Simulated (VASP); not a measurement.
SnO (Romarchite):

```
Sn O
1.0
     3.79860    0.00000    0.00000
     0.00000    3.79860    0.00000
     0.00000    0.00000    4.84080
Sn O
2 2
Direct
  0.50000 0.00000 0.23690
  0.00000 0.50000 0.76310
  0.00000 0.00000 0.00000
  0.50000 0.50000 0.00000
```

```yaml
Program: VASP 6.6.1
Task: relaxation of cell and atoms
Functional: rev-vdW-DF2
Potentials_or_basis: VASP PAW PBE potentials, release 64 (Sn_d, O)
Cutoff: 600 eV
k_mesh: 8 × 8 × 6
Occupations: gaussian, width 0.03 eV
Spin: no spin polarisation
```

At the start: pressure 3.3 GPa; volume 17.46 Å³/atom.

Question: How do energy, volume and symmetry change on relaxing?

Answer: Over 8 steps the energy falls by 6.5 meV/atom and the volume is 17.96 Å³/atom (+2.8 %); space group P4/nmm (No. 129, to 0.05 Å).

The path:
```
step  energy change (eV)  largest force (eV/Å)  pressure (GPa)  volume (Å³)
   1              0.0000                0.5231            3.32        69.85
   2              0.0001                0.5917           -2.86        73.57
   3             -0.0252                0.0562            0.03        71.66
   4             -0.0252                0.0449            0.11        71.63
   5             -0.0258                0.0087            0.07        71.73
   6             -0.0260                0.0187            0.02        71.81
   7             -0.0260                0.0020           -0.06        71.84
   8             -0.0260                0.0025           -0.06        71.84
```

Final structure:
```
Sn O
1.0
     3.84528    0.00000    0.00000
     0.00000    3.84528    0.00000
     0.00000    0.00000    4.85850
Sn O
2 2
Direct
  0.50000 0.00000 0.23884
  0.00000 0.50000 0.76116
  0.00000 0.00000 0.00000
  0.50000 0.50000 0.00000
```

Caveat: the PAW data sets were made with another functional, which shifts forces and pressure a little.
